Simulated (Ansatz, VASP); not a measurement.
**LuP in two plane-wave programs**

Aim: how closely do two programs agree when they are given the same cell, functional and k mesh? The cell is taken from a series of runs on this material, whose earlier steps may have relaxed, scaled, displaced or heated it; both programs get it as it stands.

Method: plane waves, with VASP 6.6.1 beside it; relaxation of cell and atoms at PBEsol, in Ansatz 0.2.0.

## Step 1: The starting structure

The structure is cubic, space group Fm-3m (No. 225). The conventional cell has a = 5.448 Å, b = 5.448 Å, c = 5.448 Å, α = 90.00°, β = 90.00°, γ = 90.00°. Nearest to Lu lie 6 P at 2.72 Å. Nearest to P lie 6 Lu at 2.72 Å. Farther neighbours are not listed.

## Step 2: VASP: relaxation of cell and atoms, PBEsol

The relaxed volume is the usual yardstick between codes: in a stiff, nearly cubic crystal its relative difference is about their pressure difference at one cell divided by the bulk modulus.

Lines of VASP's logs that name or quote its potential files are left out, and so is its time.

INCAR

```
SYSTEM = LuP
PREC = Accurate
ENCUT = 500
EDIFF = 1E-07
NELM = 120
ISMEAR = 1
SIGMA = 0.2
LREAL = .FALSE.
ALGO = Normal
GGA = PS
NBANDS = 13
LORBIT = 11
LWAVE = .FALSE.
LCHARG = .FALSE.
ISIF = 3
IBRION = 2
NSW = 80
EDIFFG = -0.005
LASPH = .TRUE.
GGA_COMPAT = .FALSE.
NELMIN = 4
KPAR = 2
```

POSCAR

```
LuP
1.0
    0.0000000000      2.7237930000      2.7237930000
    2.7237930000      0.0000000000      2.7237930000
    2.7237930000      2.7237930000      0.0000000000
Lu P
1 1
Direct
    0.0000000000      0.0000000000      0.0000000000
    0.5000000000      0.5000000000      0.5000000000
```

KPOINTS

```
Automatic mesh
0
Gamma
16 16 16
0 0 0
```

PAW data sets: Lu_3 and P (PBE family, release 64).

On the command line:

```sh
$ mpirun -np 2 vasp_std
```

Numbers of over 12 decimals in the logs are rounded to 6 here.

Output:

```text
[banner, memory and clock lines left out]
running    2 mpi-ranks, on    1 nodes
 distrk:  each k-point on    1 cores,    2 groups
 distr:  one band on    1 cores,    1 groups

 POSCAR found type information on POSCAR LuP
 POSCAR found :  2 types and       2 ions
|                                                                             |
|               ----> ADVICE to this user running VASP <----                  |
|                                                                             |
|     You enforced a specific xc type in the INCAR file but a different       |
|     [... a line on the potential file left out ...]
|     I HOPE YOU KNOW WHAT YOU ARE DOING!                                     |
|                                                                             |

 LDA part: xc-table for (Slater+PW92), standard interpolation
 POSCAR, INCAR and KPOINTS ok, starting setup
 FFT: planning ... GRIDC
 FFT: planning ... GRID_SOFT
 FFT: planning ... GRID
 WAVECAR not read
 entering main loop
       N       E                     dE             d eps       ncg     rms          rms(c)
DAV:   1     0.359406967607E+02    0.35941E+02   -0.63644E+03  5695   0.112E+03
DAV:   2    -0.125236819181E+02   -0.48464E+02   -0.45708E+02  6458   0.421E+02
DAV:   3    -0.142126592655E+02   -0.16890E+01   -0.16795E+01  5448   0.553E+01
DAV:   4    -0.142243441366E+02   -0.11685E-01   -0.11647E-01  6187   0.295E+00
DAV:   5    -0.142244617037E+02   -0.11757E-03   -0.11756E-03  5136   0.268E-01    0.254E+01
DAV:   6    -0.138884333591E+02    0.33603E+00   -0.78165E-01  6353   0.103E+01    0.162E+01
DAV:   7    -0.139038821583E+02   -0.15449E-01   -0.21815E-01  6403   0.665E+00    0.297E+00
DAV:   8    -0.138950598369E+02    0.88223E-02   -0.46214E-02  6567   0.225E+00    0.160E-01
DAV:   9    -0.138951012759E+02   -0.41439E-04   -0.13909E-03  4573   0.275E-01    0.920E-02
DAV:  10    -0.138951078428E+02   -0.65668E-05   -0.92432E-05  6302   0.873E-02    0.533E-02
DAV:  11    -0.138951053067E+02    0.25360E-05   -0.41531E-05  6525   0.796E-02    0.359E-02
DAV:  12    -0.138951037404E+02    0.15663E-05   -0.50753E-06  6779   0.321E-02    0.787E-03
DAV:  13    -0.138951037092E+02    0.31204E-07   -0.28683E-07  3627   0.557E-03
   1 F= -.13895104E+02 E0= -.13895066E+02  d E =-.138951E+02
 curvature:   0.00 expect dE= 0.000E+00 dE for cont linesearch  0.000E+00
 trial: gam= 0.00000 g(F)=  0.136E-60 g(S)=  0.388E-02 ort = 0.000E+00 (trialstep = 0.100E+01)
 search vector abs. value=  0.388E-02
 bond charge predicted
       N       E                     dE             d eps       ncg     rms          rms(c)
DAV:   1    -0.139054139134E+02   -0.10310E-01   -0.27890E-01  3775   0.157E+01    0.906E-01
DAV:   2    -0.138987122908E+02    0.67016E-02   -0.14196E-02  6386   0.155E+00    0.487E-01
DAV:   3    -0.138954359437E+02    0.32763E-02   -0.63894E-03  6050   0.159E+00    0.169E-01
DAV:   4    -0.138954295160E+02    0.64278E-05   -0.19294E-04  6067   0.179E-01    0.123E-01
DAV:   5    -0.138954186421E+02    0.10874E-04   -0.17334E-05  6081   0.929E-02    0.194E-02
DAV:   6    -0.138954182820E+02    0.36015E-06   -0.68721E-07  6060   0.105E-02    0.540E-03
DAV:   7    -0.138954184340E+02   -0.15196E-06   -0.28065E-08  2315   0.214E-03    0.167E-03
DAV:   8    -0.138954185003E+02   -0.66326E-07   -0.15885E-08  2005   0.252E-03
   2 F= -.13895419E+02 E0= -.13895379E+02  d E =-.314791E-03
 trial-energy change:   -0.000315  1 .order   -0.000348   -0.003880    0.003184
 step:   0.5423(harm=  0.5492)  dis= 0.00000  next Energy=   -13.896150 (dE=-0.105E-02)
 bond charge predicted
       N       E                     dE             d eps       ncg     rms          rms(c)
DAV:   1    -0.138982402899E+02   -0.28219E-02   -0.59401E-02  3770   0.731E+00    0.414E-01
DAV:   2    -0.138968294671E+02    0.14108E-02   -0.30029E-03  6371   0.702E-01    0.222E-01
DAV:   3    -0.138961455907E+02    0.68388E-03   -0.13222E-03  6045   0.724E-01    0.782E-02
DAV:   4    -0.138961462802E+02   -0.68951E-06   -0.40304E-05  6069   0.838E-02    0.567E-02
DAV:   5    -0.138961474850E+02   -0.12048E-05   -0.37241E-06  6139   0.435E-02    0.869E-03
DAV:   6    -0.138961478601E+02   -0.37509E-06   -0.85369E-08  2970   0.492E-03    0.241E-03
DAV:   7    -0.138961477610E+02    0.99127E-07   -0.17599E-08  2040   0.386E-03
   3 F= -.13896148E+02 E0= -.13896109E+02  d E =-.104405E-02
 curvature:  -0.27 expect dE=-0.584E-12 dE for cont linesearch -0.584E-12
 trial: gam= 0.00000 g(F)=  0.311E-60 g(S)=  0.213E-11 ort =-0.909E-07 (trialstep = 0.908E+00)
 search vector abs. value=  0.102E-09
 reached required accuracy - stopping structural energy minimisation
```

OUTCAR, selected parts (step 2):

```text
ion  position               nearest neighbor table
   1  0.000  0.000  0.000-   2 2.72   2 2.72   2 2.72   2 2.72   2 2.72   2 2.72
   2  0.500  0.500  0.500-   1 2.72   1 2.72   1 2.72   1 2.72   1 2.72   1 2.72

  LATTYP: Found a face centered cubic cell.
 ALAT       =     5.4475860000

 Subroutine GETGRP returns: Found 48 space group operations
 (whereof 48 operations were pure point group operations)

The static configuration has the point symmetry O_h .

 Found    145 irreducible k-points:

   k-points           NKPTS =    145   k-points in BZ     NKDIM =    145   number of bands    NBANDS=     13

   dimension x,y,z NGX =    28 NGY =   28 NGZ =   28
   dimension x,y,z NGXF=    56 NGYF=   56 NGZF=   56

   ENCUT  =  500.0 eV  36.75 Ry    6.06 a.u.   7.02  7.02  7.02*2*pi/ulx,y,z

   NELECT =      14.0000    total number of electrons

 k-points in reciprocal lattice and weights: Automatic mesh
   0.00000000  0.00000000  0.00000000       0.000
   0.06250000  0.00000000  0.00000000       0.002
   0.12500000  0.00000000  0.00000000       0.002
   0.18750000  0.00000000  0.00000000       0.002
   0.25000000  0.00000000  0.00000000       0.002
   0.31250000  0.00000000  0.00000000       0.002
   0.37500000  0.00000000  0.00000000       0.002
   0.43750000  0.00000000  0.00000000       0.002
   0.50000000  0.00000000  0.00000000       0.001
[...]
-0.31250000  0.50000000  0.18750000       0.003
  -0.25000000  0.50000000  0.25000000       0.001

 average (electrostatic) potential at core
       1 -29.8598       2 -82.6566

 E-fermi :   4.5417

 k-point     1 :       0.0000    0.0000    0.0000
  band No.  band energies     occupation
      1     -21.3993      2.00000
      2     -21.3993      2.00000
      3     -21.3993      2.00000
      4      -6.5977      2.00000
      5       5.1515     -0.00014
      6       5.1515     -0.00014
      7       5.1515     -0.00014
      8       6.1938     -0.00000
      9       6.1938     -0.00000
    ...

 k-point     2 :       0.0625    0.0000    0.0000
  band No.  band energies     occupation
      1     -21.4078      2.00000
      2     -21.4001      2.00000
      3     -21.4001      2.00000
      4      -6.5380      2.00000
      5       4.6513      0.20942
      6       4.8526     -0.05037
      7       4.8526     -0.05037
      8       6.3190     -0.00000
      9       6.3190     -0.00000
    ...

 k-point     3 :       0.1250    0.0000    0.0000
  band No.  band energies     occupation
    ...
      3     -21.4027      2.00000
      4      -6.3626      2.00000
      5       3.7369      2.00000
      6       4.3070      2.07005
      7       4.3070      2.07005
      8       6.5682     -0.00000
      9       6.5682     -0.00000
     10       6.6535     -0.00000
     11       8.2017     -0.00000
     12       8.2017     -0.00000
    ...

  Total       -0.0000054     -0.0000054     -0.0000054      0.0000000      0.0000000     -0.0000000
  in kB       -0.0002130     -0.0002130     -0.0002130      0.0000000      0.0000000     -0.0000000
  external PRESSURE =      -0.0002130 kB  Pullay stress =       0.0000000 kB

  energy-cutoff  :      500.00
  volume of cell :       40.78
      direct lattice vectors                 reciprocal lattice vectors
    -0.000000000  2.732042703  2.732042703    -0.183013245  0.183013245  0.183013245
     2.732042703 -0.000000000  2.732042703     0.183013245 -0.183013245  0.183013245
     2.732042703  2.732042703  0.000000000     0.183013245  0.183013245 -0.183013245

 POSITION                                       TOTAL-FORCE (eV/Angst)
 -----------------------------------------------------------------------------------
      0.00000     -0.00000      0.00000         0.000000     -0.000000      0.000000
      2.73204      2.73204      2.73204        -0.000000      0.000000     -0.000000
 -----------------------------------------------------------------------------------
    total drift:                                0.000000      0.000000      0.000000

  FREE ENERGIE OF THE ION-ELECTRON SYSTEM (eV)
  ---------------------------------------------------
  free  energy   TOTEN  =       -13.8961477610 eV

  energy  without entropy=      -13.8960305378  energy(sigma->0) =      -13.89610869

 reached required accuracy - stopping structural energy minimisation

 total charge
# of ion       s       p       d       tot
------------------------------------------
    1        0.360   6.649   1.107   8.116
    2        1.020   1.574   0.000   2.595
--------------------------------------------------
tot          1.381   8.223   1.107  10.711

[... 3 further parts left out ...]
```

CONTCAR:

```
LuP
   1.00000000000000
    -0.0000000000000000    2.7320427031911998    2.7320427031911998
     2.7320427031911998   -0.0000000000000000    2.7320427031911998
     2.7320427031911998    2.7320427031911998    0.0000000000000000
  Lu              P
     1     1
Direct
     0.0000000000000000    0.0000000000000000    0.0000000000000000
     0.5000000000000000    0.5000000000000000    0.5000000000000000
```

The data set Lu_3 holds the 4f electrons frozen in the core, so no f bands or f moments appear.

## Step 3: Ansatz: relaxation of cell and atoms, PBEsol

Ansatz runs on its PAW soft_1 files.

The same cell, functional, mesh and smearing now go to Ansatz, which takes its cutoff from its data sets.

input.yaml

```yaml
crystal:
  lattice:
    - [0.0, 2.7237932512, 2.7237932512]
    - [2.7237932512, 0.0, 2.7237932512]
    - [2.7237932512, 2.7237932512, 0.0]
  atoms:
    - { symbol: Lu, position: [0.0, 0.0, 0.0] }
    - { symbol: P, position: [0.5, 0.5, 0.5] }
kpoints:
  mp_grid: { grid: [16, 16, 16] }
hamiltonian:
  xc: pbesol
  pseudopotentials: { kind: paw, azcp: { folder: soft_1 }, xc_functional: pbe }
scf:
  occupations: { method: methfessel_paxton, width: 0.2 }
output:
  forces: true
  stress: true
  eigenvalues: true
relax:
  adjacent_minimum: "off"
  f_tol: 0.001
  max_steps: 60
  cell: { stress_tol: 0.01 }
```

On the command line:

```sh
$ ansatz run input.yaml --threads 4 --pin off --max-ram 10240MiB --backend cpu --events-out ev --progress --plain --runs-dir out
```

Output:

```text
Engine: ansatz 0.2.0, aarch64-unknown-linux-gnu
Pseudopotentials: kind: paw
Pseudopotential: Lu, paw, valence charge 25, recommended cutoff 420 eV (normal), soft_1/Lu.paw.azcp
Pseudopotential: P, paw, valence charge 5, recommended cutoff 420 eV (normal), soft_1/P.paw.azcp
Functional definition: PBEsol
  exchange = pbesol_x
  correlation = pbesol_c
Crystal: 2 atoms, lattice volume = 40.416 Å³
Basis set: ecut = 420 eV, 749 PW (Γ), exchange–correlation on 54×54×54 points (8 copies of the dense FFT grid, shifted against one another)
Bands: 19, of which v1, the nominal top of the filled ones, is band 15 counted from 1 (14 counted from 0)
Symmetry: 48 space group operations
Space group: Fm-3m (ITA 225), of the structure as read, at distance tolerance 3.4e-5 Å
k-points: 145 of 4096
Non-local potential: Lu, projectors of the file, l = 0: 3, l = 1: 2, l = 2: 2, l = 3: 3
Non-local potential: P, projectors of the file, l = 0: 2, l = 1: 2, l = 2: 1
PAW form: soft (Blöchl's): semilocal exchange-correlation on the pseudo side does not see the compensation charge
PAW frozen core: Lu, regenerated for the run's functional, and the local potential with it (the file was generated under x = pbe(κ = 0.804, μ = 0.219515), c = pbe(β = 0.066725))
PAW frozen core: P, regenerated for the run's functional, and the local potential with it (the file was generated under x = pbe(κ = 0.804, μ = 0.219515), c = pbe(β = 0.066725))
PAW one-centre angular grid: Lu, 590 points (default); XC on 64 Gauss nodes
PAW one-centre angular grid: P, 110 points (default); XC on 64 Gauss nodes
Initial density: superposition of atomic densities (chi_scale 0.1, normalization cell, long waves kept (reshape's long-wave potential 0.00 eV rms))
Initial wavefunctions: pseudopotential atomic-orbital guess
Functional: x = pbesol(κ = 0.804, μ = 0.123457), c = pbesol(β = 0.046)
SCF iter   1: F=—  HF=-15355.418405 eV  |F-HF|=—  |Δ(HF+E_count)|=         —  Δρ=2.83e-2  dr2=2.79e-1  ethr=3.10e-3  ⟨swp⟩=6.2  Hψ=16834  notcnv=0
preconditioner: auto → Kerker (q_TF=auto, 2.596 Å⁻¹)  [metal: Δε(μ)=0.085 eV  Ē_g=12.994 eV  σ=0.200 eV  W_gap=0.35  n_scr=14 (ndim 8)  ℏωp=30.9 eV  f_vac=0.000  D(μ)=0.23/eV (n_scr^D=0)]
SCF iter   2: F=—  HF=-15355.375059 eV  |F-HF|=—  |Δ(HF+E_count)|=   4.33e-2  S|Δr|=    0.00e0  Δρ=1.78e-2  dr2=1.08e-1  ethr=9.29e-4  ⟨swp⟩=2.1  Hψ=5692  notcnv=0
SCF iter   3: F=—  HF=-15355.359416 eV  |F-HF|=—  |Δ(HF+E_count)|=   1.56e-2  S|Δr|=    0.00e0  Δρ=2.58e-3  dr2=1.80e-3  ethr=3.62e-4  ⟨swp⟩=2.1  Hψ=4480  notcnv=0
SCF iter   4: F=—  HF=-15355.359849 eV  |F-HF|=—  |Δ(HF+E_count)|=   4.33e-4  S|Δr|=    0.00e0  Δρ=9.25e-4  dr2=2.44e-4  ethr=5.99e-6  ⟨swp⟩=2.7  Hψ=5198  notcnv=0
SCF iter   5: F=—  HF=-15355.359986 eV  |F-HF|=—  |Δ(HF+E_count)|=   1.37e-4  S|Δr|=    0.00e0  Δρ=4.26e-4  dr2=5.87e-5  ethr=8.12e-7  ⟨swp⟩=3.2  Hψ=6165  notcnv=0
SCF iter   6: F=—  HF=-15355.359864 eV  |F-HF|=—  |Δ(HF+E_count)|=   1.23e-4  S|Δr|=    0.00e0  Δρ=3.05e-4  dr2=2.36e-5  ethr=1.96e-7  ⟨swp⟩=3.7  Hψ=8000  notcnv=0
SCF iter   7: F=—  HF=-15355.359845 eV  |F-HF|=—  |Δ(HF+E_count)|=   1.87e-5  S|Δr|=    0.00e0  Δρ=7.23e-5  dr2=1.58e-6  ethr=7.87e-8  ⟨swp⟩=3.3  Hψ=6528  notcnv=0
SCF iter   8: F=—  HF=-15355.359845 eV  |F-HF|=—  |Δ(HF+E_count)|=   2.49e-7  S|Δr|=    0.00e0  Δρ=2.56e-5  dr2=2.47e-7  ethr=5.27e-9  ⟨swp⟩=3.0  Hψ=6375  notcnv=0
SCF iter   9: F=-15355.359845 eV  HF=-15355.359845 eV  |F-HF|=3.50e-9  |Δ(HF+E_count)|=   9.46e-8  S|Δr|=    0.00e0  Δρ=5.38e-6  dr2=1.27e-8  ethr=3.33e-10  ⟨swp⟩=9.4  Hψ=18820  notcnv=0
SCF 1 converged in 9 iterations: F = -15355.359845 eV  dr2 = 1.27e-8
  greatest PAW one-centre occupation: 0.998 electrons in one spin orbital (limit 2), on the Lu atom at site 0 (counted from 0), in its partial waves of l = 0
relax step   1: F+E_penalty+E_count = -15355.35984478 eV  Δ(F+E_penalty+E_count) = +0.000e0 eV  max|allowed force component| = 1.976e-30 eV/Å  Δτ_max = 0.0000 Å  P = -0.025 GPa  Ω = 40.416 Å³  (9 SCF iters, dr2 threshold 1.00e-7 eV, accepted)
[...]
relax step   2: F+E_penalty+E_count = -15355.35985104 eV  Δ(F+E_penalty+E_count) = -6.258e-6 eV  max|allowed force component| = 1.775e-30 eV/Å  Δτ_max = 0.0000 Å  P = +0.019 GPa  Ω = 40.397 Å³  energy of the carried Pulay correction = +5.933e-6 eV  (5 SCF iters, dr2 threshold 1.53e-9 eV, accepted)
[...]
relax step   3: F+E_penalty+E_count = -15355.35984894 eV  Δ(F+E_penalty+E_count) = +2.100e-6 eV  max|allowed force component| = 9.072e-30 eV/Å  Δτ_max = 0.0000 Å  P = +0.000 GPa  Ω = 40.405 Å³  energy of the carried Pulay correction = +3.343e-6 eV  (5 SCF iters, dr2 threshold 9.17e-10 eV, accepted)
[...]
relax step   4: F+E_penalty+E_count = -15355.35984726 eV  Δ(F+E_penalty+E_count) = +1.677e-6 eV  max|allowed force component| = 5.785e-30 eV/Å  Δτ_max = 0.0000 Å  P = -0.000 GPa  Ω = 40.405 Å³  stress off target by 1.70e-6 GPa  SCF on the basis re-selected at this cell (its energy is not comparable with the rows above)  (5 SCF iters)
basis re-selected at this cell: Δ(F+E_penalty+E_count) = +1.677e-6 eV, ΔP = -0.000 GPa vs the last step (what re-selecting the basis moved, of the pressure what is left beyond the Pulay correction that the steps carried, after the strain that the cell walked since its last selection, with what the two solves' SCF thresholds leave and, on support functions, any second-order correction that the steps lacked; it is no m [...]
SCF converged after 5 iterations
Stability not checked: this state was not tested for a lower state beside it, because cold or Methfessel-Paxton smearing, or corrected tetrahedra, fill the levels in a way that the test cannot read (fill_not_monotonic; see scf.lower_state_search)
Free energy (F): -15355.359847 eV
Harris-Foulkes:  -15355.359847 eV  (|F-HF|=3.64e-12)
Internal energy: -15355.359722 eV  (E = F + TS)
E sigma→0 (E₀):  -15355.359816 eV
Entropy (-TS):   -0.000126 eV (-0.063 meV/atom)
Fermi energy:    13.001459 eV
--- Per-component energies (eV) ---
  E_band       = 28.048347
  E_kinetic    = 491.367274
  E_local      = -7149.991277  (includes V_loc(G=0)·N_el)
  E_nonlocal   = 716.147444
  E_hartree    = 3009.185458
  E_xc         = -280.989823
  E_vxc        = -316.456003  (∫ρ·V_xc dr)
  E_paw        = -7843.140609  (= ΣΔE_a)
  E_vpaw       = 268.609953  (= ΣTr[D̂ρ^β])
  E_aug_tail   = -0.000018  (compensation charges beyond the density's cutoff)
  E_ewald      = -4299.176152
  E_core_change = 1.237981  (= ΣΔE_core)
  E_smearing   = -0.000126  (= −TS)
  E_closure    = -0.000000  (closes the sum)
  Σ components = -15355.359847   (vs F -15355.359847, Δ=0.00e0)
--- Forces (eV/Å), atoms counted from 1 ---
  atom   1  Lu     0.00000000    -0.00000000     0.00000000
  atom   2  P      0.00000000    -0.00000000    -0.00000000
  max |Σ_I F_I| component: 2.73e-29 eV/Å
--- Stress (GPa, compression-positive) ---
       -0.000002      -0.000000      -0.000000
       -0.000000      -0.000002       0.000000
        0.000000      -0.000000      -0.000002
  P = ⅓ Tr σ = -0.0000 GPa (-0.000 kbar)
--- Band table (eV; the first three rows and the last of 145) ---
  k-point 0: bands = [... 11 lower, 8.7482, 13.7084, 13.7084, 13.7084, 14.5519, 14.5519, 14.5519, 15.4567]
  k-point 1: bands = [... 11 lower, 8.7482, 13.1730, 13.3723, 13.3723, 14.6860, 14.6860, 14.8179, 15.8131]
  k-point 2: bands = [... 11 lower, 8.7484, 12.2498, 12.7912, 12.7912, 14.9376, 14.9376, 15.0745, 16.6027]
  k-point 144: bands = [... 11 lower, 8.7444, 10.2767, 10.2767, 10.3386, 16.2855, 16.2855, 16.7329, 18.9492]
--- Relaxed structure (3 steps of the walk, 3 accepted, 1 SCFs on fresh bases) ---
  F+E_penalty+E_count = -15355.35984726 eV   max|allowed force component| = 5.785e-30 eV/Å   (the final SCF, on the basis selected at the relaxed cell)
  cell:  # Å, volume = 40.4054 Å³
    - [0, 2.723556, 2.723556]
    - [2.723556, 0, 2.723556]
    - [2.723556, 2.723556, 0]
  atoms:
    - { symbol: Lu, position: [0, 0, 0] }
    - { symbol: P, position: [0.500000, 0.500000, 0.500000] }
```

Reading the cycles: dr2 is the Hartree energy of the density residual (eV), the measure of convergence; HF is the Harris–Foulkes estimate of the energy, which meets the free energy F at convergence.

## Step 4: Side by side

Known differences besides the potentials themselves: the data sets hold 30 valence electrons in Ansatz (on its PAW soft_1 files) and 14 in VASP; the cutoff is 420 eV in Ansatz and 500 eV in VASP; Ansatz makes its cores anew for this functional, VASP keeps those of its PBE data sets; Ansatz adds a Pulay correction to the stress that steers its cell, VASP none. Total energies have different zeros and are not compared.

The two programs side by side:

```
                                         quantity  Ansatz   VASP  difference
                                      volume (Å³)   40.41  40.78     -0.93 %
edge a after relaxation, in the typed setting (Å)   3.852  3.864     -0.31 %
```

## Step 5: What came out

| Quantity | Value |
| --- | --- |
| difference in volume (relaxation of cell and atoms, PBEsol) | -0.93 % |

What this shows: The difference in volume is -0.93 % (relaxation of cell and atoms, PBEsol), within the 1.2 % picked in this series as the mark of a large difference, as far as the stopping tolerances let one tell. The data sets hold unlike numbers of valence electrons (30 in Ansatz and 14 in VASP), so part of the differences comes from the potentials. 1 further run of this series is not shown here. How closely two codes agree says nothing of how well the functional describes the real material.

[Lines on the potential files, build, host, timing and source positions are cut from VASP's logs without a mark.]

[Logs are printed without paths, hosts, clocks, repeated set-up lines and the standing remarks that a program may print on its own settings, such as how far it seeks lower states.]

[Hosts, paths, dates, database ids (printed as entryN), source tags and the programs' standing remarks are cut or masked in the printed files.]
